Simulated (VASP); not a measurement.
Given:

```yaml
crystal:
  lattice:
    - [0.00000, 3.28350, 3.28350]
    - [3.28350, 0.00000, 3.28350]
    - [3.28350, 3.28350, 0.00000]
  atoms:
    - { symbol: Cd, position: [0.00000, 0.00000, 0.00000] }
    - { symbol: Te, position: [0.25000, 0.25000, 0.25000] }
```

Computed with rev-vdW-DF2, VASP's PBE PAW potentials (set 64) (plane waves; VASP). Settings: 520 eV cut-off, 8×8×8 Γ-centred mesh, tetrahedra with Blöchl corrections, potentials Cd Te.

Unless said otherwise, spin-orbit coupling is left out, though it shifts the bands of the heavy elements here.

Task: What does the run give for the energy per atom (σ→0), band gap (on the k-mesh) with the smallest direct gap where there is one?

Result: 
```
Property                                      Value
-----------------------------------  --------------
band gap (on the k-mesh)                    0.50 eV
smallest direct gap (on the k-mesh)         0.50 eV
energy per atom (σ→0)                -0.087 eV/atom
```

The absolute energy has meaning only against runs of the same code, potentials and settings.

The compound is CdTe in the zinc blende structure. It was relaxed first.
